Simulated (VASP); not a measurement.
An input for Quantum ESPRESSO's pw.x (written as the equivalent of a VASP run, and not itself run):

```
&CONTROL
  calculation = 'scf'
  pseudo_dir = './pseudo'
  outdir = './out'
  tprnfor = .true.
  tstress = .true.
/
&SYSTEM
  ibrav = 0
  nat = 3
  ntyp = 2
  ecutwfc = 84
  occupations = 'smearing'
  smearing = 'gaussian'
  degauss = 0.003675
  input_dft = 'vdw-df-cx'
/
&ELECTRONS
  conv_thr = 7.3e-09
  electron_maxstep = 100
/
ATOMIC_SPECIES
  Pb 207.200 Pb.upf
  F 18.998 F.upf
CELL_PARAMETERS angstrom
     0.0000000    2.9276911    2.9276911
     2.9276911    0.0000000    2.9276911
     2.9276911    2.9276911    0.0000000
ATOMIC_POSITIONS crystal
  Pb   0.0000000  0.0000000  0.0000000
  F    0.2500000  0.2500000  0.2500000
  F    0.7500000  0.7500000  0.7500000
K_POINTS automatic
  7 7 7 0 0 0
```

Question: Translate this input to VASP (INCAR, KPOINTS, POSCAR, choice of POTCAR).

Answer: This is not unique; one that fits is 
### KPOINTS
```
Automatic mesh
0
Gamma
7 7 7
0 0 0
```

### INCAR
```
SYSTEM = PbF2
PREC = Accurate; ENCUT = 520; LREAL = .False.
LASPH = .True.
EDIFF = 1E-7; NELM = 100; ALGO = Normal
LMAXMIX = 4
ISMEAR = 0; SIGMA = 0.05
GGA = CX; LUSE_VDW = .True.; AGGAC = 0.0
ISIF = 2
LWAVE = .False.; LCHARG = .False.
```

POSCAR:
```
PbF2
1
    0.0000000000     2.9276911289     2.9276911289
    2.9276911289     0.0000000000     2.9276911289
    2.9276911289     2.9276911289     0.0000000000
Pb F
1 2
Direct
  0.0000000000   0.0000000000   0.0000000000
  0.2500000000   0.2500000000   0.2500000000
  0.7500000000   0.7500000000   0.7500000000
```

POTCAR, in this order: Pb_d F (PBE.64 set). Program: vasp_std.

Limits of the translation: the potentials are each code's own (VASP's PAW set, PseudoDojo norm-conserving files in pw.x), so ENCUT and ecutwfc are chosen apart and not converted; conv_thr bounds pw.x's estimated SCF error, while EDIFF bounds the energy change between steps.

The compound is PbF2 in the fluorite structure, the β form. This cell is one point of a volume scan, at 0.97 of the reference volume.
